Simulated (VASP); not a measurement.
```
CELL_PARAMETERS angstrom
     -2.33580     2.33580     2.33580
      2.33580    -2.33580     2.33580
      2.33580     2.33580    -2.33580
ATOMIC_POSITIONS crystal
  Eu 0.00000 0.00000 0.00000
```

Computed with PBE GGA, VASP's PBE PAW potentials (set 64) (plane waves; VASP). Numerical set-up: 400 eV cut-off, 8×8×8 Γ-centred mesh, first-order Methfessel-Paxton smearing of 0.10 eV, potentials Eu_2.

The 4f electrons are frozen in the core of the lanthanide potential, so 4f levels, which can set the real gap, and their magnetism are missing.

Give the stress tensor in GPa (positive for a compressed cell).

```
-1.46   0.00   0.00
 0.00  -1.46   0.00
 0.00   0.00  -1.46
```
The pressure is its mean diagonal, -1.46 GPa.

The compound is Eu in the bcc structure. The cell was not relaxed at this level.
